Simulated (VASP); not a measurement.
# ScCl (R-3m) in VASP: single point with LDA

Aim: the single point of ScCl with LDA.

All numbers are computed with VASP 6.6.1; they aren't measurements. Logs are shortened: lines on timing, memory, paths and dates and some standing lists are left out, and cuts for length are marked.

## Step 1: The crystal as given

Symmetry: R-3m, No. 166, trigonal system. The conventional cell has a = 3.473 Å, b = 3.473 Å, c = 26.710 Å, α = 90.00°, β = 90.00°, γ = 120.00°. Sc (site symmetry 3m) is surrounded by 3 Cl at 2.59 Å. Cl (site symmetry 3m) is surrounded by 3 Sc at 2.59 Å.

## Step 2: Single point, LDA

The input, INCAR:

```
SYSTEM = ScCl
PREC     = Accurate       ! precision mode
ENCUT    = 520            ! plane-wave cutoff, eV
EDIFF    = 1E-6           ! SCF threshold, eV
ISMEAR   = 0              ! smearing method
SIGMA    = 0.1            ! smearing width, eV
LREAL    = .FALSE.        ! projectors in reciprocal space
LASPH    = .TRUE.         ! aspherical terms in the spheres
NELM     = 100            ! most SCF steps
ALGO     = Normal         ! electronic algorithm
ISIF     = 2              ! what is computed and relaxed
LWAVE    = .FALSE.        ! write WAVECAR
LCHARG   = .FALSE.        ! write CHGCAR
GGA      = CA             ! functional
NBANDS   = 26             ! bands
```

The input, KPOINTS:

```
Automatic mesh
0
G
  6 6 6
  0 0 0
```

The input, POSCAR:

```
ScCl
1.0
    1.7365008168      1.0025692140      8.9033300000
   -1.7365008168      1.0025692140      8.9033300000
    0.0000000000     -2.0051384281      8.9033300000
Sc Cl
2 2
Direct
    0.2137000000      0.2137000000      0.2137000000
    0.7863000000      0.7863000000      0.7863000000
    0.3914000000      0.3914000000      0.3914000000
    0.6086000000      0.6086000000      0.6086000000
```

Potentials or basis: VASP PAW LDA potentials, release 64 (Sc_sv, Cl).

Launch:

```console
$ cat potpaw_LDA.64/Sc_sv/POTCAR potpaw_LDA.64/Cl/POTCAR > POTCAR
$ mpirun -np 1 vasp_std > vasp.out
```

OUTCAR:

```text
SYSTEM = ScCl
   PREC = Accurate
   ENCUT = 520
   EDIFF = 1E-6
   ISMEAR = 0
   LREAL = .FALSE.
   LASPH = .TRUE.
   NELM = 100
   ISIF = 2
   GGA = CA

 ion  position               nearest neighbor table
   1  0.214  0.214  0.214-   4 2.59   4 2.59   4 2.59   2 3.21   2 3.21   2 3.21
   2  0.786  0.786  0.786-   3 2.59   3 2.59   3 2.59   1 3.21   1 3.21   1 3.21
   3  0.391  0.391  0.391-   2 2.59   2 2.59   2 2.59
   4  0.609  0.609  0.609-   1 2.59   1 2.59   1 2.59

  LATTYP: Found a trigonal (rhomboedric) cell.
 ALAT       =     9.1263281337
 COS(alpha) =     0.9275917885

  Lattice vectors:

 A1 = (   1.7365008168,   1.0025692140,   8.9033300000)
 A2 = (  -1.7365008168,   1.0025692140,   8.9033300000)
 A3 = (   0.0000000000,  -2.0051384281,   8.9033300000)

Analysis of symmetry for initial positions (statically):
=====================================================================
 Subroutine PRICEL returns:
 Original cell was already a primitive cell.

 Routine SETGRP: Setting up the symmetry group for a
 trigonal (rhombohedral) supercell.

 Subroutine GETGRP returns: Found 12 space group operations
 (whereof 12 operations were pure point group operations)
 out of a pool of 12 trial point group operations.

The static configuration has the point symmetry D_3d.

Analysis of symmetry for dynamics (positions and initial velocities):
=====================================================================
 Subroutine PRICEL returns:
 Original cell was already a primitive cell.

 Routine SETGRP: Setting up the symmetry group for a
 trigonal (rhombohedral) supercell.

 Subroutine GETGRP returns: Found 12 space group operations
 (whereof 12 operations were pure point group operations)
 out of a pool of 12 trial point group operations.

The dynamic configuration has the point symmetry D_3d.

 Subroutine INISYM returns: Found 12 space group operations
 (whereof 12 operations are pure point group operations),
 and found     1 'primitive' translations

----------------------------------------------------------------------------------------

                                     Primitive cell

  volume of cell :      93.0022

  direct lattice vectors                    reciprocal lattice vectors
     1.736500817  1.002569214  8.903330000     0.287935367  0.166239562  0.037439175
[... 90 lines left out ...]
   EDIFF  = 0.1E-05   stopping-criterion for ELM
   LREAL  =      F    real-space projection
   EDIFFG = 0.1E-04   stopping-criterion for IOM
   NSW    =      0    number of steps for IOM
   IBRION =     -1    ionic relax: 0-MD 1-quasi-New 2-CG
   NFREE  =      0    steps in history (QN), initial steepest desc. (CG)
   ISIF   =      2    stress and relaxation
   ISYM   =      2    0-nonsym 1-usesym 2-fastsym
   POTIM  = 0.5000    time-step for ionic-motion
   TEBEG  =    0.0;   TEEND  =   0.0 temperature during run
   PSTRESS=    0.0 pullay stress
   NELECT =      36.0000    total number of electrons
   NUPDOWN=      -1.0000    fix difference up-down
   EMIN   =  10.00;   EMAX   =-10.00  energy-range for DOS
   EFERMI =   0.00;   METHOD = LEGACY
   ISMEAR =     0;   SIGMA  =   0.10  broadening in eV -4-tet -1-fermi 0-gaus
   EFERMI_NEDOS =   21; number of points for ismear=-14 and -15
   IALGO  =     38    algorithm
   IMIX   =      4    mixing-type and parameters
     AMIX     =   0.40;   BMIX     =  1.00
     AMIX_MAG =   1.60;   BMIX_MAG =  1.00
  volume/ion in A,a.u.               =      23.25       156.90
  Fermi-wavevector in a.u.,A,eV,Ry     =   1.193103  2.254638 19.367825  1.423495
  Thomas-Fermi vector in A             =   2.329125
   LORBIT       =      0    0 simple, 1 ext, 2 COOP (PROOUT), +10 PAW based schemes
   GGA     = CA    functional components
   LHFCALC =     F    Hartree Fock is set to
   AEXX    =    0.0000 exact exchange contribution
   IVDW    =     0    specifies the selected vdW correction
   LEPSILON=     F    determine dielectric tensor
   LRPA    =     F    only Hartree local field effects (RPA)
 non-spin polarized calculation
 Gauss-broadening in eV      SIGMA  =   0.10
  energy-cutoff  :      520.00
  volume of cell :       93.00
 maximum number of plane-waves:      2527
 NGX is ok and might be reduce to    70
   NGX = 33   NGY = 33   NGZ = 33

 number of electron      35.9999999 magnetization

 Free energy of the ion-electron system (eV)
  ---------------------------------------------------
  ext. energy  EPLUGINS =         0.00000000
  ---------------------------------------------------
  free energy    TOTEN  =       -23.73331343 eV

  energy without entropy =      -23.67504378  energy(sigma->0) =      -23.70417860

 E-fermi :   3.5888     XC(G=0):  -9.7523

 val. band max:        3.5818418878   @ k =   0.3333   0.3333   0.3333
 cond. band min:       3.5894292860   @ k =  -0.1667   0.3333   0.1667
 fundamental gap:      0.0075873982
 Fermi energy:         3.5887989994

 k-point     1 :       0.0000    0.0000    0.0000
  band No.  band energies     occupation
      1     -45.4710      2.00000
      2     -45.4349      2.00000
      3     -24.5367      2.00000
      4     -24.3661      2.00000
      5     -24.3661      2.00000
      6     -24.3358      2.00000
[... 685 lines left out ...]
     25       6.9235      0.00000
     26       7.0737      0.00000

 [... further k-points ...]

------------------------ aborting loop because EDIFF is reached ----------------------------------------

  FORCE on cell =-STRESS in cart. coord.  units (eV):
  Direction    XX          YY          ZZ          XY          YZ          ZX
  --------------------------------------------------------------------------------------
  -------------------------------------------------------------------------------------
  Total       -2.2597201     -2.2597201     -2.3693339      0.0000000      0.0000000      0.0000000
  in kB      -38.9289016    -38.9289016    -40.8172529      0.0000000      0.0000000      0.0000000
  external PRESSURE =     -39.5583521 kB  Pullay stress =       0.0000000 kB

 VOLUME and BASIS-vectors are now :
 -----------------------------------------------------------------------------
  energy-cutoff  :      520.00
  volume of cell :       93.00
      direct lattice vectors                 reciprocal lattice vectors
     1.736500817  1.002569214  8.903330000     0.287935367  0.166239562  0.037439175
    -1.736500817  1.002569214  8.903330000    -0.287935367  0.166239562  0.037439175
     0.000000000 -2.005138428  8.903330000     0.000000000 -0.332479123  0.037439175

 POSITION                                       TOTAL-FORCE (eV/Angst)
 -----------------------------------------------------------------------------------
      0.00000     -0.00000      5.70792         0.000000     -0.000000      0.450277
      0.00000     -0.00000     21.00207         0.000000      0.000000     -0.450277
      0.00000     -0.00000     10.45429         0.000000     -0.000000      0.516812
      0.00000     -0.00000     16.25570         0.000000      0.000000     -0.516812
 -----------------------------------------------------------------------------------
    total drift:                               -0.000000     -0.000000      0.000000

  FREE ENERGIE OF THE ION-ELECTRON SYSTEM (eV)
  ---------------------------------------------------
  free  energy   TOTEN  =       -23.7333134304 eV

  energy  without entropy=      -23.6750437758  energy(sigma->0) =      -23.70417860
```

Run time: 5.8 min. Hardware: 1 thread of Intel Xeon 6975P-C (Granite Rapids), shared host; peak memory 0.51 GiB.

Results:

```
Free energy            : -23.7333 eV
Pressure               : -4.0 GPa
Largest force          : 0.517 eV/Å
Band gap on the k mesh : none (metal or under the smearing width)
```

Forces in eV/Å, atoms in the order of the input:
```
Sc   0.000  0.000  0.450
Sc   0.000  0.000 -0.450
Cl   0.000  0.000  0.517
Cl   0.000  0.000 -0.517
```

Stress tensor (GPa, compression positive):
```
-3.89  0.00  0.00
 0.00 -3.89  0.00
 0.00  0.00 -4.08
```

Levels at points of the mesh, in eV from the Fermi level:
```
           k point  band 16  band 17  band 18  band 19  band 20  band 21
(0.00, 0.00, 0.00)    -3.55    -2.08     0.23     1.40     1.40     1.56
(0.50, 0.00, 0.00)    -4.06    -0.48    -0.30    -0.10     0.98     2.00
(0.50, 0.50, 0.00)    -4.04    -0.58    -0.18    -0.15     1.04     1.96
(0.50, 0.50, 0.50)    -3.58    -1.61    -0.11     1.38     1.38     1.58
```
